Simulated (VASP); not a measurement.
Wanted: the native input for a VASP 6.6.1 run.

- Task: relaxation of cell and atoms
- Functional: PBE
- Potentials or basis: VASP PAW PBE potentials, release 64 (Ag, S)
- Cutoff: 600 eV
- k mesh: 10 × 10 × 3
- Occupations: gaussian, width 0.05 eV
- Spin: no spin polarisation
- Further INCAR settings: ALGO = Normal; EDIFF = 1e-06; IBRION = 2; EDIFFG = -0.005; NSW = 60; ISIF = 3

The structure of Ag3S lies in POSCAR:

```
Ag3S
1.0
    3.0176801600      0.0000000000      0.0000000000
   -1.5088400800      2.6133876700      0.0000000000
    0.0000000000      0.0000000000      9.3750202000
Ag S
3 1
Direct
    0.0000000000      0.0000000000      0.5000000000
    0.6666666700      0.3333333300      0.2378099400
    0.6666666700      0.3333333300      0.7621900600
    0.0000000000      0.0000000000      0.0000000000
```

The cell was built by a generator and needn't be a form met in nature.

The input as run:

INCAR

```
SYSTEM = Ag3S
PREC = Accurate ; ENCUT = 600
EDIFF = 1E-6 ; ISMEAR = 0
SIGMA = 0.05 ; LREAL = .FALSE.
LASPH = .TRUE. ; NELM = 60
ALGO = Normal ; ISIF = 3
LWAVE = .FALSE. ; LCHARG = .FALSE.
GGA = PE ; IBRION = 2
NSW = 60 ; EDIFFG = -0.005
```

KPOINTS

```
regular mesh
0
G
  10 10 3
  0 0 0
```

Potentials or basis: VASP PAW PBE potentials, release 64 (Ag, S).

Launch:

```bash
$ cat potpaw_PBE.64/Ag/POTCAR potpaw_PBE.64/S/POTCAR > POTCAR
$ mpirun -np 1 vasp_std > vasp.out
```

Results of the run:

```
Relaxed volume                         : 17.78 Å³/atom
Relaxed cell                           : a = 3.021 Å, b = 3.021 Å, c = 8.998 Å, α = 90.00°, β = 90.00°, γ = 120.00°
Space group after relaxing (to 0.05 Å) : P-6m2 (No. 187)
Energy gained by relaxing              : 14.4 meV/atom
Ionic steps                            : 12
Pressure after relaxing                : 0.0 GPa
Band gap on the k mesh                 : none (metal or under the smearing width)
```

It took 5.9 min on 1 thread of Intel(R) Xeon(R) Platinum 8488C (Sapphire Rapids), with other jobs on the host, peak memory 0.24 GiB.
